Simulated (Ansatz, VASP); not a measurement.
**NdCu2 in two plane-wave programs**

Wanted: the spread between two codes on one cell, functional and k mesh.

Main program and level: Ansatz 0.2.0; plane waves, with VASP 6.6.1 beside it; single point at PBEsol, DFT+U.

In doubt: warnings of the run leave room for a lower electronic state, so energies may not be the lowest and differences between runs may mislead; a part-filled 4f shell, where there is one, can sit in one of many states, so energies may not be the lowest and differences between runs may mislead; derivatives with an open 4f shell can jump between states, which bears on forces and vibrations.

### Step 1. Starting point

It takes space group Imma (No. 74, orthorhombic). Conventional cell: a = 4.384 Å, b = 7.033 Å, c = 7.419 Å, α = 90.00°, β = 90.00°, γ = 90.00°. Nearest to Nd lie 12 Cu at 3.01 to 3.19 Å. Nearest to Cu lie 4 Cu at 2.52 to 2.80 Å and 6 Nd at 3.01 to 3.19 Å. Farther neighbours are not listed.

### Step 2. Ansatz: single point, PBEsol, DFT+U

Ansatz runs on its default PAW (the set named soft_2) files.

With cell and atoms fixed, the geometry can't cause a difference; cores, projectors, grids and the points listed under the comparison can.

File input.yaml:

```yaml
crystal:
  lattice:
    - [-2.19215, 3.5163, 3.7097]
    - [2.19215, -3.5163, 3.7097]
    - [2.19215, 3.5163, -3.7097]
  atoms:
    - { symbol: Nd, position: [0.2117, 0.4617, 0.75], spin: 3.0 }
    - { symbol: Nd, position: [0.7883, 0.5383, 0.25], spin: -3.0 }
    - { symbol: Cu, position: [0.3847, 0.8341, 0.5506], spin: 0.6 }
    - { symbol: Cu, position: [0.7835, 0.8341, 0.9494], spin: -0.6 }
    - { symbol: Cu, position: [0.6153, 0.1659, 0.4494], spin: 0.6 }
    - { symbol: Cu, position: [0.2165, 0.1659, 0.0506], spin: -0.6 }
hamiltonian:
  xc: pbesol
  pseudopotentials: { kind: paw }
  hubbard:
    sites:
      - { species: Nd, l: f, u_eff: 4.0 }
      - { species: Cu, l: d, u_eff: 6.0 }
magnetization:
  spin_polarized: true
kpoints:
  mp_grid: { grid: [5, 5, 5] }
scf:
  occupations: { method: methfessel_paxton, width: 0.1 }
  n_extra_bands: 11
output:
  forces: true
  stress: true
  eigenvalues: true
```

On the command line:

```bash
ansatz run input.yaml --threads 4 --pin off --max-ram 9216MiB --backend cpu --events-out ev --progress --plain --runs-dir out
```

Numbers of over 12 decimals in the logs are rounded to 6 here.

Output:

```text
Warning: where an SCF of this run starts from atoms to list the orders of its open shells, Nd (site 0, from 0) starts with 3.13 μB on its 4f shell, in the place of the 3.00 μB that the deck gives it: an open f shell starts with all that it can hold by Hund's first rule. To start from spheres of the given moment, type scf.initial_density.shell_occupations: []
Warning: where an SCF of this run starts from atoms to list the orders of its open shells, Nd (site 1, from 0) starts with -3.13 μB on its 4f shell, in the place of the -3.00 μB that the deck gives it: an open f shell starts with all that it can hold by Hund's first rule. To start from spheres of the given moment, type scf.initial_density.shell_occupations: []
Nd: projections on atomic orbitals take those of the free atom [Kr 4d10] 4f4 5s2 5p6 5d0 6s2, of charge +0.00 (hamiltonian.pseudopotentials.projection_atoms); the dataset's partial waves leave at most 1.1e-3 of an orbital's norm unspanned inside its sphere
Cu: projections on atomic orbitals take those of the free atom [Ne] 3s2 3p6 3d10 4s1, of charge +0.00 (hamiltonian.pseudopotentials.projection_atoms); the dataset's partial waves leave at most 2.0e-6 of an orbital's norm unspanned inside its sphere
scf.n_extra_bands = 11 over 52 filled bands (N_el = 104.0): the run solves 63 bands
Engine: ansatz 0.2.0, aarch64-unknown-linux-gnu
Pseudopotentials: kind: paw
Pseudopotential: Nd, paw, valence charge 14, recommended cutoff 420 eV (normal), Nd.paw.azcp
Pseudopotential: Cu, paw, valence charge 19, recommended cutoff 420 eV (normal), Cu.paw.azcp
Functional definition: PBEsol
  exchange = pbesol_x
  correlation = pbesol_c
Crystal: 6 atoms, lattice volume = 114.381 Å³
Basis set: ecut = 420 eV, 2241 PW (Γ), exchange–correlation on 80×80×80 points (8 copies of the dense FFT grid, shifted against one another)
Bands: 63, of which v1, the nominal top of the filled ones, is band 52 counted from 1 (51 counted from 0)
Symmetry: 2 space group operations
Space group: Cm (ITA 8), of the structure as read, at distance tolerance 4.9e-5 Å
Magnetic group: BNS 46.244 (UNI 342), of the structure as read, at distance tolerance 4.9e-5 Å
k-points: 39 of 125 (time reversal used)
Non-local potential: Nd, projectors of the file, l = 0: 3, l = 1: 2, l = 2: 2, l = 3: 3
Non-local potential: Cu, projectors of the file, l = 0: 3, l = 1: 2, l = 2: 3, l = 3: 1
PAW form: soft (Blöchl's): semilocal exchange-correlation on the pseudo side does not see the compensation charge
PAW frozen core: Nd, regenerated for the run's functional, and the local potential with it (the file was generated under x = pbe(κ = 0.804, μ = 0.219515), c = pbe(β = 0.066725))
PAW frozen core: Cu, regenerated for the run's functional, and the local potential with it (the file was generated under x = pbe(κ = 0.804, μ = 0.219515), c = pbe(β = 0.066725))
PAW one-centre angular grid: Nd, 590 points (default); XC on 64 Gauss nodes
PAW one-centre angular grid: Cu, 590 points (default); XC on 64 Gauss nodes
Initial density: superposition of atomic densities (chi_scale 0.1, normalization cell, long waves kept (reshape's long-wave potential 0.00 eV rms))
Starting moments: Σ|m| = 8.4 μB on 6 of 6 sites
Starting magnetic order: altermagnet, d-wave, planar spin-momentum locking; spin-degenerate planes through Γ normal to [1 0 1], [1 1 0] of the run's lattice
Initial wavefunctions: pseudopotential atomic-orbital guess
Functional: x = pbesol(κ = 0.804, μ = 0.123457), c = pbesol(β = 0.046)
SCF iter   1: F=—  HF=-40827.871910 eV  |F-HF|=—  |Δ(HF+E_count)|=         —  Δρ=1.95e-1 (↑1.95e-1 ↓1.95e-1)  dr2=1.31e2  dr2_m=2.24e0  M=0.000 μB ∫|m|=7.722 μB  β_m=0.30  ethr=3.10e-3  ⟨swp⟩=5.6  Hψ=15489  notcnv=0
Mixer restart at iter 1: flushing history
preconditioner: auto → Kerker (q_TF=auto, 2.685 Å⁻¹)  [metal: Δε(μ)=0.001 eV  Ē_g=6.782 eV  σ=0.100 eV  W_gap=0.01  n_scr=36 (ndim 8)  ℏωp=28.6 eV  f_vac=0.000  D(μ)=47.61/eV (n_scr^D=1276)]
spin=Collinear: Kerker preconditioning applied to the charge; magnetization (m = ρ↑ − ρ↓) channel mixes plain (no charge-response kernel on spin).
SCF iter   2: F=—  HF=-40819.048824 eV  |F-HF|=—  |Δ(HF+E_count)|=    8.82e0  Δρ=5.22e-2 (↑5.22e-2 ↓5.22e-2)  dr2=2.61e0  dr2_m=1.11e0  M=0.000 μB ∫|m|=6.886 μB  β_m=0.28  ethr=3.10e-3  ⟨swp⟩=4.0  Hψ=13656  notcnv=0  defer=178
SCF iter   3: F=—  HF=-40817.189362 eV  |F-HF|=—  |Δ(HF+E_count)|=    1.86e0  Δρ=2.99e-2 (↑2.99e-2 ↓2.99e-2)  dr2=1.27e0  dr2_m=7.05e-1  M=-0.000 μB ∫|m|=6.951 μB  β_m=0.49  ethr=2.51e-3  ⟨swp⟩=3.1  Hψ=10628  notcnv=0  defer=178
SCF iter   4: F=—  HF=-40819.990043 eV  |F-HF|=—  |Δ(HF+E_count)|=    2.80e0  Δρ=2.17e-2 (↑2.17e-2 ↓2.17e-2)  dr2=1.04e0  dr2_m=2.60e-1  M=-0.000 μB ∫|m|=6.993 μB  β_m=0.74  ethr=1.22e-3  ⟨swp⟩=3.0  Hψ=8772  notcnv=0  defer=188
SCF iter   5: F=—  HF=-40822.418147 eV  |F-HF|=—  |Δ(HF+E_count)|=    2.43e0  Δρ=6.96e-3 (↑6.96e-3 ↓6.96e-3)  dr2=4.50e-2  dr2_m=2.00e-2  M=-0.000 μB ∫|m|=6.923 μB  β_m=0.70  ethr=1.00e-3  ⟨swp⟩=4.4  Hψ=9902  notcnv=0  defer=182
[...]
SCF iter  14: F=—  HF=-40822.854254 eV  |F-HF|=—  |Δ(HF+E_count)|=   1.79e-6  S|Δr|=    0.00e0  Δρ=5.35e-6 (↑5.35e-6 ↓5.07e-6)  dr2=6.45e-8  dr2_m=9.28e-9  M=-0.000 μB ∫|m|=6.493 μB  β_m=0.76  ethr=9.62e-11  ⟨swp⟩=3.0  Hψ=33945  notcnv=0
SCF iter  15: F=—  HF=-40822.854257 eV  |F-HF|=—  |Δ(HF+E_count)|=   2.54e-6  S|Δr|=    0.00e0  Δρ=8.65e-6 (↑8.45e-6 ↓8.65e-6)  dr2=1.94e-7  dr2_m=4.08e-9  M=0.000 μB ∫|m|=6.493 μB  β_m=0.64  ethr=6.20e-11  ⟨swp⟩=6.3  Hψ=32929  notcnv=0
SCF iter  16: F=-40822.854258 eV  HF=-40822.854258 eV  |F-HF|=8.62e-8  |Δ(HF+E_count)|=   1.44e-6  S|Δr|=    0.00e0  Δρ=4.93e-6 (↑4.93e-6 ↓4.62e-6)  dr2=8.21e-8  dr2_m=1.39e-9  M=-0.000 μB ∫|m|=6.493 μB  ethr=6.20e-11  ⟨swp⟩=3.1  Hψ=33588  notcnv=0
SCF 4 converged in 16 iterations: F = -40822.854258 eV  dr2 = 8.21e-8
iter 1 solved again at ethr=1.05e-9 eV; its pass at ethr=3.10e-3 eV (dr2=1.09e-6 eV) is discarded
SCF iter   1: F=—  HF=-40822.939462 eV  |F-HF|=—  |Δ(HF+E_count)|=         —  Δρ=1.25e-6 (↑1.25e-6 ↓1.09e-6)  dr2=4.20e-9  dr2_m=6.30e-10  M=-0.000 μB ∫|m|=6.514 μB  β_m=0.30  ethr=1.05e-9  ⟨swp⟩=5.1  Hψ=44367  notcnv=0
preconditioner: auto → Kerker (q_TF=auto, 2.685 Å⁻¹)  [metal: Δε(μ)=0.028 eV  Ē_g=8.002 eV  σ=0.100 eV  W_gap=0.07  n_scr=36 (ndim 8)  ℏωp=28.6 eV  f_vac=0.000  D(μ)=5.00/eV (n_scr^D=44)]
spin=Collinear: Kerker preconditioning applied to the charge; magnetization (m = ρ↑ − ρ↓) channel mixes plain (no charge-response kernel on spin).
SCF iter   2: F=-40822.939462 eV  HF=-40822.939462 eV  |F-HF|=2.76e-10  |Δ(HF+E_count)|=  2.98e-10  Δρ=6.60e-7 (↑6.60e-7 ↓6.42e-7)  dr2=8.53e-10  dr2_m=2.91e-10  M=0.000 μB ∫|m|=6.514 μB  ethr=4.04e-12  ⟨swp⟩=4.0  Hψ=26028  notcnv=0
SCF 5 converged in 2 iterations: F = -40822.939462 eV  dr2 = 8.53e-10
iter 1 solved again at ethr=1.00e-12 eV; its pass at ethr=9.62e-7 eV (dr2=8.55e-10 eV) is discarded
SCF iter   1: F=—  HF=-40822.939462 eV  |F-HF|=—  |Δ(HF+E_count)|=         —  Δρ=6.60e-7 (↑6.60e-7 ↓6.43e-7)  dr2=8.55e-10  dr2_m=2.91e-10  M=0.000 μB ∫|m|=6.514 μB  ethr=1.00e-12  ⟨swp⟩=1.0  Hψ=40043  notcnv=0
spin=Collinear: Kerker preconditioning applied to the charge; magnetization (m = ρ↑ − ρ↓) channel mixes plain (no charge-response kernel on spin).
SCF iter   2: F=—  HF=-40822.939457 eV  |F-HF|=—  |Δ(HF+E_count)|=   4.94e-6  Δρ=1.76e-5 (↑1.76e-5 ↓1.68e-5)  dr2=8.44e-7  dr2_m=1.32e-7  M=0.000 μB ∫|m|=6.514 μB  ethr=9.62e-7  ⟨swp⟩=1.0  Hψ=31043  notcnv=0
SCF iter   3: F=-40822.939457 eV  HF=-40822.939457 eV  |F-HF|=3.28e-8  |Δ(HF+E_count)|=   5.93e-7  Δρ=3.25e-6 (↑2.25e-6 ↓3.25e-6)  dr2=3.17e-8  dr2_m=1.75e-9  M=-0.000 μB ∫|m|=6.514 μB  ethr=9.62e-11  ⟨swp⟩=2.1  Hψ=23799  notcnv=0
an SCF along what the orbitals of the run's state read of its open shells (or to have them read: on a GPU, or by another smearing), with 1 of the crystal's symmetry operations given up (63 k-points in place of 39), reached no lower state that the run goes on to. This is no proof of a minimum
this state was not tested for a lower state beside it, because cold or Methfessel-Paxton smearing, or corrected tetrahedra, fill the levels in a way that the test cannot read (fill_not_monotonic; see scf.lower_state_search)
SCF converged after 16 iterations
Magnetization: -0.0000 μB (52.0000 up, 52.0000 down)
Absolute magnetization: 6.4993 μB (∫|ρ↑−ρ↓|, with the PAW one-centre terms)
Spin contamination: 3.1126 ħ² per cell (⟨S²⟩ above its minimum at these occupations)
Per-site moments (μB) at R_I (Å): [(3.074190, 1.242120), (-3.074198, 1.242120), (-0.00138193, 1.040521), (-0.00137958, 1.040521), (0.00138021, 1.040521), (0.00138131, 1.040521)]
Free energy (F): -40822.854258 eV
Harris-Foulkes:  -40822.854258 eV  (|F-HF|=8.62e-8)
Internal energy: -40822.853972 eV  (E = F + TS)
E sigma→0 (E₀):  -40822.854187 eV
Entropy (-TS):   -0.000286 eV (-0.048 meV/atom)
Fermi energy:    13.998357 eV
Step filling:    the computed levels leave a gap of 0.0000 eV = 0.0 smearing widths at the electron count; against every level under it full and every level over it empty, smearing changes F+E_penalty+E_count by -0.134 meV and its σ→0 estimate by -0.062 meV
--- Per-component energies (eV) ---
  E_band       = -1711.434563
  E_kinetic    = 1936.377348
  E_local      = -21433.398166  (includes V_loc(G=0)·N_el)
  E_nonlocal   = 1671.569941
  E_hartree    = 9535.458744
  E_xc         = -804.410570
  E_vxc        = -948.119553  (∫ρ·V_xc dr)
  E_hubbard    = 2.669703  (on-site DFT+U / exact-exchange correction)
  E_vhub       = -125.102759  (the Hubbard potential's part of the band-sum identity)
  E_paw        = -17936.169718  (= ΣΔE_a)
  E_vpaw       = -1883.706976  (= ΣTr[D̂ρ^β])
  E_aug_tail   = 0.000959  (compensation charges beyond the density's cutoff)
  E_ewald      = -13796.513386
  E_core_change = 1.561173  (= ΣΔE_core)
  E_smearing   = -0.000286  (= −TS)
  E_closure    = 0.000000  (closes the sum)
  Σ components = -40822.854258   (vs F -40822.854258, Δ=0.00e0)
--- Forces (eV/Å), atoms counted from 1 ---
  atom   1  Nd     0.00000617    -0.00004816    -0.01193366
  atom   2  Nd    -0.00000612    -0.00001045     0.01192907
  atom   3  Cu    -0.00917316    -0.00978036     0.01440514
  atom   4  Cu     0.00908765     0.00979941     0.01442753
  atom   5  Cu    -0.00908778     0.00980066    -0.01443001
  atom   6  Cu     0.00917310    -0.00978093    -0.01440188
  max |Σ_I F_I| component: 1.98e-5 eV/Å
--- Stress (GPa, compression-positive) ---
       -0.916637       0.000024       0.000476
        0.000021       0.026519      -0.000076
        0.000460      -0.000077      -0.541164
  P = ⅓ Tr σ = -0.4771 GPa (-4.771 kbar)
--- Band table (eV; the first three rows and the last of 126) ---
  k-point 0 ↑: bands = [... 48 lower, 11.2116, 13.3420, 13.3936, 13.5894, 13.7449, 14.0063, 14.0567, 14.3572, ... 7 higher]
  k-point 1 ↑: bands = [... 48 lower, 11.2319, 11.8496, 13.3304, 13.8429, 14.2190, 14.2357, 14.3938, 14.4138, ... 7 higher]
  k-point 2 ↑: bands = [... 48 lower, 11.0820, 11.6831, 12.6032, 13.9302, 14.0533, 14.2904, 14.3686, 14.4310, ... 7 higher]
  k-point 62 ↓: bands = [... 48 lower, 11.0990, 11.8177, 12.2888, 13.8962, 14.0433, 14.3379, 14.3436, 14.4036, ... 7 higher]
Occupation matrices written to <dir>
```

It took 16 min on 4 threads of Arm Neoverse V2, shared host; peak memory 3.1 GiB; 64 min of CPU time.

The run ends at a pressure of -0.48 GPa, with forces up to 0.020 eV/Å.

(Continued in part 2 of 2.)

[Lines on the potential files, build, host, timing and source positions are cut from VASP's logs without a mark.]

[Logs are printed without paths, hosts, clocks, repeated set-up lines and the standing remarks that a program may print on its own settings, such as how far it seeks lower states.]

[Hosts, paths, dates, database ids (printed as entryN), source tags and the programs' standing remarks are cut or masked in the printed files.]
